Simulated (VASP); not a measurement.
PtPb:

```
CELL_PARAMETERS angstrom
4.26000 0.00000 0.00000
-2.13000 3.68927 0.00000
0.00000 0.00000 5.47000
ATOMIC_POSITIONS crystal
Pt 0.33333 0.66667 0.25000
Pt 0.66667 0.33333 0.75000
Pb 0.00000 0.00000 0.00000
Pb 0.00000 0.00000 0.50000
```

```yaml
Program: VASP 6.6.1
Task: relaxation of cell and atoms
Functional: PBEsol
Potentials_or_basis: VASP PAW PBE potentials, release 64 (Pt, Pb_d)
Cutoff: 600 eV
k_mesh: 6 × 6 × 4
Occupations: methfessel-paxton, width 0.1 eV
Spin: no spin polarisation
```

At the start: pressure 9.2 GPa; volume 21.49 Å³/atom.

Q: Where does the relaxation end?

A: Over 9 steps the energy falls by 376.9 meV/atom and the volume is 22.09 Å³/atom (+2.8 %); space group P6_3/mmc (No. 194, to 0.05 Å).

The path:
| step | energy change (eV) | largest force (eV/Å) | pressure (GPa) | volume (Å³) |
| --- | --- | --- | --- | --- |
| 1 | 0.0000 | 0.0000 | 9.16 | 85.97 |
| 2 | -0.8282 | 0.0000 | -7.17 | 101.29 |
| 3 | -0.8544 | 0.0000 | -5.27 | 98.09 |
| 4 | -1.2669 | 0.0000 | 0.66 | 90.61 |
| 5 | -1.3468 | 0.0000 | 5.28 | 85.82 |
| 6 | -1.5050 | 0.0000 | 0.89 | 87.49 |
| 7 | -1.5050 | 0.0000 | 0.85 | 87.51 |
| 8 | -1.5077 | 0.0000 | -0.04 | 88.45 |
| 9 | -1.5077 | 0.0000 | 0.03 | 88.35 |

Final structure:
```cif
data_structure
_symmetry_space_group_name_H-M 'P 1'
_symmetry_Int_Tables_number 1
_cell_length_a 3.7779
_cell_length_b 3.7779
_cell_length_c 7.1481
_cell_angle_alpha 90.000
_cell_angle_beta 90.000
_cell_angle_gamma 120.000
_cell_volume 88.35
loop_
_atom_site_label
_atom_site_type_symbol
_atom_site_fract_x
_atom_site_fract_y
_atom_site_fract_z
_atom_site_occupancy
Pt1 Pt 0.33333 0.66667 0.25000 1
Pt2 Pt 0.66667 0.33333 0.75000 1
Pb1 Pb 0.00000 0.00000 0.00000 1
Pb2 Pb 0.00000 0.00000 0.50000 1
```

Caveat: the PAW data sets were made with another functional, which shifts forces and pressure a little.
